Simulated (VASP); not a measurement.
# CrInF3: relaxation of cell and atoms with PBE

Crystal: CrInF3.

```
CELL_PARAMETERS angstrom
3.91085 0.00000 0.00000
0.00000 3.91085 0.00000
0.00000 0.00000 3.91085
ATOMIC_POSITIONS crystal
Cr 0.50000 0.50000 0.50000
In 0.00000 0.00000 0.00000
F 0.50000 0.50000 0.00000
F 0.00000 0.50000 0.50000
F 0.50000 0.00000 0.50000
```

The cell was built by a generator and needn't be a form met in nature.

* Program: VASP 6.6.1
* Task: relaxation of cell and atoms
* Functional: PBE
* Potentials or basis: VASP PAW PBE potentials, release 64 (Cr_pv, In_d, F)
* Cutoff: 600 eV
* k mesh: 7 × 7 × 7
* Occupations: gaussian, width 0.05 eV
* Spin: collinear spin, ferromagnetic start
* Starting moments: [3.0, 0.0, 0.0, 0.0, 0.0] μB
* Further INCAR settings: ALGO = Fast; EDIFF = 1e-06; IBRION = 2; EDIFFG = -0.005; NSW = 60; ISIF = 3

```json
{
 "Relaxed volume": "15.24 Å³/atom",
 "Relaxed cell": "a = 4.239 Å, b = 4.239 Å, c = 4.239 Å, α = 90.00°, β = 90.00°, γ = 90.00°",
 "Space group after relaxing (to 0.05 Å)": "Pm-3m (No. 221)",
 "Energy gained by relaxing": "244.1 meV/atom",
 "Ionic steps": "4",
 "Pressure after relaxing": "0.0 GPa",
 "Band gap on the k mesh": "none (metal or under the smearing width)",
 "Net moment": "4.00 μB per cell",
 "Site moments": "Cr +3.69; In +0.01; F +0.01 μB",
 "Valence electrons inside the program's atomic spheres": "Cr 10.40; In 11.18; F 6.07"
}
```

Step by step:
```csv
step,energy change (eV),largest force (eV/Å),pressure (GPa),volume (Å³)
1,0.0000,0.0000,29.78,59.82
2,-1.1520,0.0000,-4.17,81.20
3,-1.2202,0.0000,0.37,75.78
4,-1.2206,0.0000,0.04,76.19
```

Final structure:
```yaml
crystal:
  lattice:
    - [4.23926, 0.00000, 0.00000]
    - [0.00000, 4.23926, 0.00000]
    - [0.00000, 0.00000, 4.23926]
  atoms:
    - { symbol: Cr, position: [0.50000, 0.50000, 0.50000] }
    - { symbol: In, position: [0.00000, 0.00000, 0.00000] }
    - { symbol: F, position: [0.50000, 0.50000, 0.00000] }
    - { symbol: F, position: [0.00000, 0.50000, 0.50000] }
    - { symbol: F, position: [0.50000, 0.00000, 0.50000] }
```

Levels at points of the mesh, in eV from the Fermi level:
Spin up:
```tsv
k point	band 22	band 23	band 24	band 25	band 26	band 27	band 28	band 29
(0.00, 0.00, 0.00)	-1.76	-1.76	-1.76	-0.69	-0.69	4.32	4.32	4.32
```
Spin down:
```tsv
k point	band 18	band 19	band 20	band 21	band 22	band 23	band 24	band 25
(0.00, 0.00, 0.00)	-5.69	-5.69	-5.69	-5.18	1.87	1.87	1.87	2.29
```

Run time: 2.8 min on 1 thread of AMD EPYC 9R45 96-Core Processor (Zen 5), with other jobs on the host, peak memory 0.22 GiB.

Caveat: the volume moved by over 15 % at a fixed basis, so the end points are rough; a cell with one magnetic atom can't hold antiferromagnetic order, which such compounds often take; semilocal functionals often make such compounds metallic where correlation or magnetic order opens a gap, which also shifts bond lengths. With open d or f shells a metallic result of PBE can be an artefact of self-interaction; +U or a hybrid may open a gap.
